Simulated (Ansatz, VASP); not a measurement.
# SnSe2 in two plane-wave programs, part 2 of 2

Wanted: the spread between two codes on one cell, functional and k mesh. The cell is taken from a series of runs on this material, whose earlier steps may have relaxed, scaled, displaced or heated it; both programs get it as it stands.

VASP 6.6.1 and Ansatz 0.2.0.

So far: The starting structure; VASP: relaxation of cell and atoms, PBE; Ansatz: relaxation of cell and atoms, PBE; Comparison.

**5. VASP: zone-centre phonons, PBE**

Level of this step: PBE; plane waves and PAW (Sn_d, Se) (VASP).

Second derivatives magnify differences that forces hide, and they need a tight electronic threshold.

INCAR

```
SYSTEM = SnSe2
PREC = Accurate
ENCUT = 500
EDIFF = 1E-08
NELM = 120
ISMEAR = 0
SIGMA = 0.01
LREAL = .FALSE.
ALGO = Normal
GGA = PE
NBANDS = 19
LORBIT = 11
LWAVE = .FALSE.
LCHARG = .FALSE.
ISIF = 2
IBRION = 8
LASPH = .TRUE.
GGA_COMPAT = .FALSE.
EFERMI = MIDGAP
KPAR = 2
```

POSCAR

```
SnSe2
1.0
    3.8718541358      0.0000000000      0.0000000000
   -1.9359270679      3.3531240414      0.0000000000
    0.0000000000      0.0000000000      7.0122498905
Sn Se
1 2
Direct
    0.0000000000      0.0000000000      0.0000000000
    0.3333333333      0.6666666667      0.2274079829
    0.6666666667      0.3333333333      0.7725920171
```

KPOINTS

```
Automatic mesh
0
Gamma
9 9 4
0 0 0
```

PAW data sets: Sn_d and Se (PBE family, release 64).

Run with:

```console
$ mpirun -np 2 vasp_std
```

Numbers of over 12 decimals in the logs are rounded to 6 here.

The log of the run:

```text
[... set-up lines as in an earlier step ...]
 entering main loop
       N       E                     dE             d eps       ncg     rms          rms(c)
DAV:   1     0.195632732856E+03    0.19563E+03   -0.11841E+04  1646   0.143E+03
DAV:   2     0.102184954326E+02   -0.18541E+03   -0.18005E+03  1804   0.355E+02
DAV:   3    -0.113877500377E+02   -0.21606E+02   -0.20951E+02  2032   0.114E+02
DAV:   4    -0.121275693123E+02   -0.73982E+00   -0.73878E+00  1923   0.225E+01
[...]
DAV:  14    -0.118739397168E+02   -0.14654E-06   -0.77546E-08  2239   0.184E-03    0.956E-04
DAV:  15    -0.118739397646E+02   -0.47865E-07   -0.48161E-08  1540   0.132E-03    0.227E-04
DAV:  16    -0.118739397717E+02   -0.70395E-08   -0.15968E-09  1377   0.280E-04
   1 F= -.11873940E+02 E0= -.11873940E+02  d E =0.000000E+00
 Linear response reoptimize wavefunctions to high precision
DAV:   1    -0.118739397773E+02   -0.56370E-08   -0.71645E-10  1392   0.176E-04
DAV:   2    -0.118739397773E+02   -0.22737E-10   -0.66372E-11  1051   0.625E-05
 Linear response DOF=           4
 Linear response progress:
[...]
RMM:  10    -0.808220633488E-01   -0.99357E-07   -0.36034E-08 13699   0.654E-05    0.685E-06
RMM:  11    -0.808220782172E-01   -0.14868E-07    0.61302E-08 12616   0.384E-05    0.189E-06
RMM:  12    -0.808220786010E-01   -0.38378E-09    0.27325E-08 13162   0.266E-05    0.578E-07
 first order change of Fermi-energy  -0.38528E-04
 force on displaced ion       2 direction 1 :  -2.805  -0.001  -0.000
 Linear response progress:
  Degree of freedom:   4/  4
       N       E                     dE             d eps       ncg     rms          rms(c)
RMM:   1    -0.101489019496E+00   -0.10149E+00    0.68088E-02  3667   0.147E+00
RMM:   2    -0.999069329787E-01    0.15821E-02   -0.20116E-03  2923   0.233E-01    0.903E-02
RMM:   3    -0.997562959723E-01    0.15064E-03   -0.25110E-04  3141   0.752E-02    0.426E-02
RMM:   4    -0.997430875148E-01    0.13208E-04   -0.33563E-05  3155   0.379E-02    0.204E-02
[...]
RMM:  11    -0.997714137960E-01   -0.10529E-06   -0.34344E-08  3419   0.626E-05    0.493E-06
RMM:  12    -0.997714313083E-01   -0.17512E-07    0.62062E-09  3489   0.354E-05    0.169E-06
RMM:  13    -0.997714338668E-01   -0.25585E-08   -0.19493E-09  3275   0.274E-05    0.848E-07
 first order change of Fermi-energy  -0.88856E-01
 force on displaced ion       2 direction 3 :   0.000   0.000  -8.173
 Linear response finished
```

OUTCAR, selected parts (step 5):

```text
  Total        0.0233028      0.0233028      0.0295363     -0.0000000      0.0000000     -0.0000000
  in kB        0.4101036      0.4101036      0.5198046     -0.0000000      0.0000000     -0.0000000
  external PRESSURE =       0.4466706 kB  Pullay stress =       0.0000000 kB

 POSITION                                       TOTAL-FORCE (eV/Angst)
 -----------------------------------------------------------------------------------
      0.00000      0.00000      0.00000        -0.000000      0.000000      0.000000
     -0.00000      2.23542      1.59464        -0.000000      0.000000      0.011630
      1.93593      1.11771      5.41761         0.000000     -0.000000     -0.011630
 -----------------------------------------------------------------------------------
    total drift:                               -0.000000     -0.000000      0.000000

[... 1 part as in an earlier step ...]

[... 1 further part left out ...]
```

**6. Ansatz: zone-centre phonons, PBE**

The same cell, functional and mesh now go to Ansatz, which takes its cutoff from its data sets.

The cell is taken from a series of runs on this material, whose earlier steps may have relaxed, scaled, displaced or heated it; both programs get it as it stands.

input.yaml

```yaml
crystal:
  lattice:
    - [3.8718541358, 0.0, 0.0]
    - [-1.9359270679, 3.3531240414, 0.0]
    - [0.0, 0.0, 7.0122498905]
  atoms:
    - { symbol: Sn, position: [0.0, 0.0, 0.0] }
    - { symbol: Se, position: [0.3333333333, 0.6666666667, 0.2274079829] }
    - { symbol: Se, position: [0.6666666667, 0.3333333333, 0.7725920171] }
kpoints:
  mp_grid: { grid: [9, 9, 4] }
hamiltonian:
  xc: pbe
scf:
  occupations: { method: fixed }
output:
  eigenvalues: true
phonons:
  method: dfpt
```

Run with:

```console
$ ansatz run input.yaml --threads 4 --pin off --max-ram 14336MiB --backend cpu --events-out ev --progress --plain --runs-dir out
```

The log of the run:

```text
[...]
Crystal: 3 atoms, lattice volume = 91.039 Å³
Basis set: ecut = 420 eV, 1787 PW (Γ), exchange–correlation on 54×54×96 points (8 copies of the dense FFT grid, shifted against one another)
Bands: 28, of which v1, the nominal top of the filled ones, is band 23 counted from 1 (22 counted from 0)
Symmetry: 12 space group operations
k-points: 95 of 324 (irreducible under 2 space group operations, time reversal used)
[...]
ASR residual: 1.106e-4 → 0.000e0 eV/Å²; symmetrization residual: 4.191e-5 eV/Å²
  ASR residual per site (eV/Å²): 1.11e-4 4.07e-5 4.07e-5
  Γ frequencies (cm⁻¹): 0.00 0.00 0.00 105.69 105.69 137.06 137.06 175.97 241.66
  non-analytic LO–TO correction: not included (Born effective charges unavailable; polar crystals: no LO–TO splitting at Γ)
[key lines of the parts left out:]
SCF converged after 9 iterations
Free energy (F): -16963.396791 eV
Fermi energy:    5.862716 eV
```

**7. Differences**

What differs besides the data sets and the points named for the pairs above, as far as they apply: the data sets hold 46 valence electrons in Ansatz (on its default PAW (the set named soft_2) files) and 26 in VASP. Total energies have different zeros and are not compared.

Compared:

```
                  quantity  Ansatz   VASP  difference
optical mode 1 to 2 (cm⁻¹)   105.7  105.9     -0.15 %
optical mode 3 to 4 (cm⁻¹)   137.1  137.6     -0.40 %
     optical mode 5 (cm⁻¹)   176.0  176.1     -0.10 %
     optical mode 6 (cm⁻¹)   241.7  242.3     -0.26 %
```

Modes are paired by rising frequency, not by their patterns, so a pair may set unlike modes beside each other; they are those without the splitting of longitudinal modes.

**8. Outcome**

| Item | Value |
| --- | --- |
| difference in edge c after relaxation, in the typed setting (relaxation of cell and atoms, PBE) | 0.30 % |
| r.m.s. difference of the optical zone-centre modes, each program's sorted by frequency (zone-centre phonons, PBE) | 0.43 cm⁻¹ |

In words: The difference in edge c after relaxation, in the typed setting is 0.30 % (relaxation of cell and atoms, PBE), within the 1.2 % picked in this series as the mark of a large difference, as far as the stopping tolerances let one tell. The data sets hold unlike numbers of valence electrons (46 in Ansatz and 26 in VASP), so part of the differences comes from the potentials. 1 further run of this series is not shown here. How closely two codes agree says nothing of how well the functional describes the real material.

[Lines on the potential files, build, host, timing and source positions are cut from VASP's logs without a mark.]

[Logs are printed without paths, hosts, clocks, repeated set-up lines and the standing remarks that a program may print on its own settings, such as how far it seeks lower states.]

[Hosts, paths, dates, database ids (printed as entryN), source tags and the programs' standing remarks are cut or masked in the printed files.]
